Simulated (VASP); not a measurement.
Given:

```yaml
crystal:
  lattice:
    - [0.00000, 2.37423, 2.37423]
    - [2.37423, 0.00000, 2.37423]
    - [2.37423, 2.37423, 0.00000]
  atoms:
    - { symbol: Be, position: [0.00000, 0.00000, 0.00000] }
    - { symbol: S, position: [0.25000, 0.25000, 0.25000] }
```

The numbers are results of LDA (Ceperley-Alder, Perdew-Zunger), VASP's LDA PAW potentials (set 64) (plane waves; VASP), not measurements. Settings: 520 eV cut-off, 10×10×10 Γ-centred mesh, Gaussian smearing of 0.050 eV, potentials Be S.

Problem. Estimate the energy per atom (σ→0), pressure, band gap (on the k-mesh) with the smallest direct gap where there is one.

Solution. 
| Property | Result |
|---|---|
| band gap (on the k-mesh) | 2.76 eV |
| smallest direct gap (on the k-mesh) | 5.51 eV |
| energy per atom (σ→0) | -5.567 eV/atom |
| pressure | 32.8 kbar |

The compound is BeS in the zinc blende structure. This cell is one point of a volume scan, at 0.97 of the reference volume.
